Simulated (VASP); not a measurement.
Energy against volume of CsI (CsCl type). All values below come from TPSS meta-GGA, VASP's PBE PAW potentials (set 64) (plane waves; VASP). Numerical set-up: 520 eV cut-off, 6×6×6 Γ-centred mesh, Gaussian smearing of 0.050 eV, potentials Cs_sv I.

| V (Å³/atom) | E (eV/atom) |
|---|---|
| 49.092 | -10.65603 |
| 50.611 | -10.65773 |
| 52.129 | -10.65689 |
| 53.647 | -10.65395 |

**Question.** Fit these four points and predict the energy of the run at 47.574 Å³/atom.

**Answer.** A cubic in V^(−2/3), the third-order Birch-Murnaghan form, passes through the four points with V0 = 50.82 Å³/atom and B0 = 9 GPa, and gives -10.6513 eV/atom there. The run gave -10.6512 eV/atom, +0.0 meV/atom from the fit; all five points give B0 = 9 GPa.

The compound is CsI in the CsCl type structure. It was relaxed first, which changed the volume by +6 %.
